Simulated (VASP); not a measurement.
All values below come from PBEsol GGA, VASP's PBE PAW potentials (set 64) (plane waves; VASP).

A VASP calculation is set up with these files.

POSCAR:
```
DyTe
1
    0.0000000000     3.0315140771     3.0315140771
    3.0315140771     0.0000000000     3.0315140771
    3.0315140771     3.0315140771     0.0000000000
Dy Te
1 1
Direct
  0.0000000000   0.0000000000   0.0000000000
  0.5000000000   0.5000000000   0.5000000000
```

**INCAR**
```
! general
SYSTEM =DyTe
PREC   =Accurate
ENCUT  =400
LREAL  =F
LASPH  =T
ICHARG =11

! electronic loop
EDIFF  =1E-7
NELM   =100
ALGO   =Normal
LMAXMIX=6

! smearing
ISMEAR =0
SIGMA  =0.05

! functional
GGA    =PS

! output
LWAVE  =F
LCHARG =F
LORBIT =11
```

**KPOINTS**
```
k-points along high-symmetry lines
15
Line-mode
Reciprocal
  0.000000   0.000000   0.000000 ! GAMMA
  0.500000   0.000000   0.500000 ! X

  0.500000   0.000000   0.500000 ! X
  0.625000   0.250000   0.625000 ! U

  0.375000   0.375000   0.750000 ! K
  0.000000   0.000000   0.000000 ! GAMMA

  0.000000   0.000000   0.000000 ! GAMMA
  0.500000   0.500000   0.500000 ! L

  0.500000   0.500000   0.500000 ! L
  0.500000   0.250000   0.750000 ! W

  0.500000   0.250000   0.750000 ! W
  0.500000   0.000000   0.500000 ! X
```

POTCAR, in this order: Dy_3 Te (PBE.64 set). Program: vasp_std. Read from the step before: CHGCAR.

Output of the run:

File OSZICAR:
```
       N       E                     dE             d eps       ncg     rms          rms(c)
DAV:   1     0.423236255824E+02    0.42324E+02   -0.57171E+03  1980   0.919E+02
DAV:   2    -0.612354025622E+01   -0.48447E+02   -0.45292E+02  2285   0.231E+02
DAV:   3    -0.955239800819E+01   -0.34289E+01   -0.31888E+01  2600   0.393E+01
DAV:   4    -0.970619261102E+01   -0.15379E+00   -0.15012E+00  2891   0.864E+00
DAV:   5    -0.971109098629E+01   -0.48984E-02   -0.46960E-02  2658   0.114E+00
DAV:   6    -0.971160489400E+01   -0.51391E-03   -0.39155E-03  3021   0.170E-01
DAV:   7    -0.971163525107E+01   -0.30357E-04   -0.30072E-04  2730   0.235E-02
DAV:   8    -0.971163935639E+01   -0.41053E-05   -0.40989E-05  2593   0.401E-03
DAV:   9    -0.971163962169E+01   -0.26530E-06   -0.26573E-06  1828   0.107E-03
DAV:  10    -0.971163966962E+01   -0.47932E-07   -0.47384E-07  1652   0.417E-04
   1 F= -.97116397E+01 E0= -.97096010E+01  d E =-.407726E-02
```

**OUTCAR**
```
 val. band max:        6.5769385659   @ k =   0.0357   0.0000   0.0357

 cond. band min:       6.6121022705   @ k =   0.0000   0.0000   0.0000



 k-point     1 :       0.0000    0.0000    0.0000
  band No.  band energies     occupation
      1     -17.4566      2.00000
      2     -17.4566      2.00000
      3     -17.4566      2.00000
      4      -6.4915      2.00000
      5       4.7748      2.00000
      6       4.7748      2.00000
      7       4.7748      2.00000
      8       6.6121      0.94746
      9       6.6121      0.94746
     10       6.6121      0.94746
     11       7.3068      0.00000

 k-point     2 :       0.0357    0.0000    0.0357
  band No.  band energies     occupation
      1     -17.4583      2.00000
      2     -17.4572      2.00000
      3     -17.4572      2.00000
      4      -6.4741      2.00000
      5       4.5543      2.00000
      6       4.7220      2.00000
      7       4.7220      2.00000
      8       6.5769      1.64695
      9       6.7000      0.01070
     10       6.7000      0.01070
     11       7.3175      0.00000

 k-point     3 :       0.0714    0.0000    0.0714
  band No.  band energies     occupation
      1     -17.4635      2.00000
      2     -17.4589      2.00000
      3     -17.4589      2.00000
      4      -6.4232      2.00000
      5       4.0610      2.00000
      6       4.5898      2.00000
      7       4.5898      2.00000
      8       6.4772      1.99982
      9       6.9362      0.00000
     10       6.9362      0.00000
     11       7.3488      0.00000

 k-point     4 :       0.1071    0.0000    0.1071
  band No.  band energies     occupation
      1     -17.4717      2.00000
      2     -17.4618      2.00000
      3     -17.4618      2.00000
      4      -6.3428      2.00000
      5       3.5000      2.00000
      6       4.4242      2.00000
      7       4.4242      2.00000
      8       6.3276      2.00000
      9       7.2703      0.00000
     10       7.2703      0.00000
...
```

The 4f electrons are frozen in the core of the lanthanide potential, so 4f levels, which can set the real gap, and their magnetism are missing. The density is held fixed in this step, so its total energy and stress have no physical meaning. Unless said otherwise, spin-orbit coupling is left out, though it shifts the bands of the heavy elements here.

The structure comes from a measured DyTe entry (Fm-3m) of the Crystallography Open Database, whose conditions weren't checked. It was relaxed first. The electron count is odd and the run is not spin-polarised, which forces a metal.
